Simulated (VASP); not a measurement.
Computed with TPSS meta-GGA, VASP's PBE PAW potentials (set 64) (plane waves; VASP).

A VASP calculation is set up with these files.

### INCAR
```
NELM=100   ! most electronic steps
SIGMA=0.05
ISMEAR=0   ! Gaussian
ENCUT=520
LMAXMIX=4
ALGO=Normal
ISIF=2   ! forces and stress, cell fixed
LCHARG=.False.
PREC=Accurate
EDIFF=1E-7
LMIXTAU=.True.
SYSTEM=PbF2
METAGGA=TPSS
LASPH=.True.
LWAVE=.False.
LREAL=.False.   ! projection in real space or not
```

POSCAR:
```
PbF2
1
    0.0000000000     2.9754085994     2.9754085994
    2.9754085994     0.0000000000     2.9754085994
    2.9754085994     2.9754085994     0.0000000000
Pb F
1 2
Direct
  1.0000000000   1.0000000000   1.0000000000
  0.2500000000   0.2500000000   0.2500000000
  0.7500000000   0.7500000000   0.7500000000
```

File KPOINTS:
```
Automatic mesh
0
Gamma
7 7 7
0 0 0
```

POTCAR, in this order: Pb_d F (PBE.64 set). Program: vasp_std.

Problem. What does the run give for the energy per atom (σ→0)?

Solution. 
```yaml
energy per atom (σ→0): -6.332 eV/atom
```

**OSZICAR**
```
...
DAV:  16    -0.189953071760E+02   -0.67384E-03   -0.44117E-04   786   0.191E-01    0.152E-02
DAV:  17    -0.189953544975E+02   -0.47322E-04   -0.76992E-05   720   0.914E-02    0.105E-02
DAV:  18    -0.189953723392E+02   -0.17842E-04   -0.21149E-05   742   0.501E-02    0.218E-03
DAV:  19    -0.189953750199E+02   -0.26807E-05   -0.12414E-06   750   0.139E-02    0.338E-03
DAV:  20    -0.189953753059E+02   -0.28600E-06   -0.93603E-07   724   0.101E-02    0.944E-04
DAV:  21    -0.189953757535E+02   -0.44763E-06   -0.12570E-07   568   0.389E-03    0.971E-05
DAV:  22    -0.189953758285E+02   -0.75047E-07   -0.27093E-08   436   0.181E-03
   1 F= -.18995376E+02 E0= -.18995376E+02  d E =-.646590E-21
```

The compound is PbF2 in the fluorite structure, the β form. It was relaxed first.
